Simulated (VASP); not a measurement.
VASP input:

**INCAR**
```
SYSTEM = Ga
PREC = Accurate
ENCUT = 520
EDIFF = 1E-7
NELM = 100
ALGO = Normal
LREAL = .FALSE.
LASPH = .TRUE.
ISMEAR = -5
GGA = 91
LMAXMIX = 4
LWAVE = .FALSE.
LCHARG = .TRUE.
LORBIT = 11
NEDOS = 601
ISIF = 2
LEFG = .TRUE.
```

KPOINTS:
```
Automatic mesh
0
Gamma
9 9 8
0 0 0
```

POSCAR:
```
Ga
1.0
  2.2599454302  -3.8800507930   0.0000000000
  2.2599454302   3.8800507930   0.0000000000
  0.0000000000   0.0000000000   4.6335015031
Ga
4
Direct
  0.1556929026   0.8443070974   0.9177416729
  0.3443070974   0.6556929026   0.4177416729
  0.6556929026   0.3443070974   0.5822583271
  0.8443070974   0.1556929026   0.0822583271
```

POTCAR, in this order: Ga_d (PBE.64 set). Program: vasp_std.

Translate this PW91 calculation to Quantum ESPRESSO's pw.x.

One equivalent input (not run):
```
&CONTROL
  calculation = 'scf'
  pseudo_dir = './pseudo'
  outdir = './out'
  tprnfor = .true.
  tstress = .true.
/
&SYSTEM
  ibrav = 0
  nat = 4
  ntyp = 1
  ecutwfc = 80
  occupations = 'tetrahedra'
  input_dft = 'pw91'
/
&ELECTRONS
  conv_thr = 7.3e-09
  electron_maxstep = 100
/
ATOMIC_SPECIES
  Ga 69.723 Ga.upf
CELL_PARAMETERS angstrom
     2.2599454   -3.8800508    0.0000000
     2.2599454    3.8800508   -0.0000000
     0.0000000    0.0000000    4.6335015
ATOMIC_POSITIONS crystal
  Ga   0.1556929  0.8443071  0.9177417
  Ga   0.3443071  0.6556929  0.4177417
  Ga   0.6556929  0.3443071  0.5822583
  Ga   0.8443071  0.1556929  0.0822583
K_POINTS automatic
  9 9 8 0 0 0
```
Limits of the translation: the potentials are each code's own (VASP's PAW set, PseudoDojo norm-conserving files in pw.x), so ENCUT and ecutwfc are chosen apart and not converted; conv_thr bounds pw.x's estimated SCF error, while EDIFF bounds the energy change between steps; the field gradients of LEFG aren't asked of the other code.

The compound is Ga in the alpha structure. It was relaxed first.
